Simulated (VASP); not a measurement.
These are LDA (Ceperley-Alder, Perdew-Zunger), VASP's LDA PAW potentials (set 64) (plane waves; VASP) values and carry that method's errors.

The input files of a VASP run:

File POSCAR:
```
CoSi2
1
    0.0000000000     2.6736870000     2.6736870000
    2.6736870000     0.0000000000     2.6736870000
    2.6736870000     2.6736870000     0.0000000000
Co Si
1 2
Direct
  0.0000000000   0.0000000000   0.0000000000
  0.7500000000   0.7500000000   0.7500000000
  0.2500000000   0.2500000000   0.2500000000
```

File KPOINTS:
```
K-points
0
Gamma
9 9 9
```

INCAR:
```
SYSTEM  =  CoSi2
PREC  =  Accurate; ENCUT  =  300; LREAL  =  F
LASPH  =  T; NBANDS  =  13
EDIFF  =  1E-6; NELM  =  100; ALGO  =  Normal
LMAXMIX  =  4
ISMEAR  =  -1; SIGMA  =  0.1
ISIF  =  2
LWAVE  =  F; LCHARG  =  F
```

POTCAR, in this order: Co Si (LDA.64 set). Program: vasp_std.

The run wrote:

OSZICAR:
```
       N       E                     dE             d eps       ncg     rms          rms(c)
DAV:   1     0.449503053799E+02    0.44950E+02   -0.49359E+03   934   0.788E+02
DAV:   2    -0.206813111307E+02   -0.65632E+02   -0.60171E+02   945   0.194E+02
DAV:   3    -0.232603631805E+02   -0.25791E+01   -0.25210E+01  1199   0.433E+01
DAV:   4    -0.233076773851E+02   -0.47314E-01   -0.47242E-01  1081   0.607E+00
DAV:   5    -0.233090101655E+02   -0.13328E-02   -0.13326E-02  1186   0.102E+00    0.141E+01
DAV:   6    -0.264255599917E+02   -0.31165E+01   -0.30629E+01  1082   0.115E+02    0.170E+01
DAV:   7    -0.219460655208E+02    0.44795E+01   -0.13575E+01  1191   0.904E+01    0.363E+00
DAV:   8    -0.219347814300E+02    0.11284E-01   -0.86174E-01  1110   0.679E+00    0.189E+00
DAV:   9    -0.218970788631E+02    0.37703E-01   -0.97189E-02  1164   0.622E+00    0.427E-01
DAV:  10    -0.218965362705E+02    0.54259E-03   -0.53108E-03  1143   0.675E-01    0.548E-02
DAV:  11    -0.218965370748E+02   -0.80424E-06   -0.19006E-04  1280   0.190E-01    0.400E-02
DAV:  12    -0.218965346812E+02    0.23935E-05   -0.15902E-05  1303   0.654E-02    0.139E-02
DAV:  13    -0.218965345960E+02    0.85197E-07   -0.12926E-06   700   0.104E-02
   1 F= -.21896535E+02 E0= -.21878115E+02  d E =-.368401E-01
```

**OUTCAR**
```
------------------------ aborting loop because EDIFF is reached ----------------------------------------
  FORCE on cell =-STRESS in cart. coord.  units (eV):
  Direction    XX          YY          ZZ          XY          YZ          ZX
  --------------------------------------------------------------------------------------
  Total       -1.8051406     -1.8051406     -1.8051406      0.0000000      0.0000000     -0.0000000
  in kB      -75.6588832    -75.6588832    -75.6588832      0.0000000      0.0000000     -0.0000000
  external PRESSURE =     -75.6588832 kB  Pullay stress =       0.0000000 kB
  volume of cell :       38.23
      direct lattice vectors                 reciprocal lattice vectors
     0.000000000  2.673687000  2.673687000    -0.187007679  0.187007679  0.187007679
     2.673687000  0.000000000  2.673687000     0.187007679 -0.187007679  0.187007679
     2.673687000  2.673687000  0.000000000     0.187007679  0.187007679 -0.187007679
 POSITION                                       TOTAL-FORCE (eV/Angst)
 -----------------------------------------------------------------------------------
      0.00000      0.00000      0.00000        -0.000000     -0.000000      0.000000
      4.01053      4.01053      4.01053        -0.000000     -0.000000     -0.000000
      1.33684      1.33684      1.33684         0.000000      0.000000      0.000000
 -----------------------------------------------------------------------------------
    total drift:                               -0.000000      0.000000      0.000000
  FREE ENERGIE OF THE ION-ELECTRON SYSTEM (eV)
  ---------------------------------------------------
  free  energy   TOTEN  =       -21.8965345960 eV

  energy  without entropy=      -21.8596945052  energy(sigma->0) =      -21.87811455
```
(Selected blocks of OUTCAR.)

At this cut-off the stress carries a Pulay error, which pulls relaxed volumes low.

The structure comes from a computed database's CoSi2 entry; how it stands against other phases isn't given here. The cell was not relaxed at this level. The run is one of a series of settings (NBANDS = 13 against the base run), some of them coarse on purpose. The run is not spin-polarised, so no magnetic state was tried. The electron count is odd and the run is not spin-polarised, which forces a metal.
